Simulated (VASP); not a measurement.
Consider the following.

```
AuCl
1.0
    3.33082     0.00000     0.00000
    0.00000     3.33082     0.00000
    0.00000     0.00000     3.33082
Au Cl
1 1
Cartesian
  0.00000   0.00000   0.00000
  1.66541   1.66541   1.66541
```

Calculation: PBEsol GGA, VASP's PBE PAW potentials (set 64) (plane waves; VASP). Settings: 400 eV cut-off, Gaussian smearing of 0.050 eV, potentials Au Cl.

Task: Give the energies of bands 2 to 12 at the high-symmetry points, in eV from the Fermi level.

Result: 
```
band      Γ      X      M      R
----  -----  -----  -----  -----
2     -3.62  -7.03  -4.93  -5.81
3     -3.62  -3.86  -4.93  -5.81
4     -2.51  -3.86  -3.51  -5.81
5     -2.51  -3.34  -2.49  -1.34
6     -2.51  -1.85  -2.49  -1.34
7     -1.95  -1.44  -2.48   0.09
8     -1.95  -0.02  -1.76   0.09
9     -1.95  -0.02  -1.38   0.09
10    -1.60   3.92   1.04   3.54
11     9.29   4.00   8.38   3.54
12     9.29   8.18   8.38   3.54
```

It has no gap at this level: it comes out as a metal or semimetal.

The structure was generated: AuCl was put into the CsCl type type (Pm-3m), which need not be its known phase. It was relaxed first, which changed the volume by +25 %.
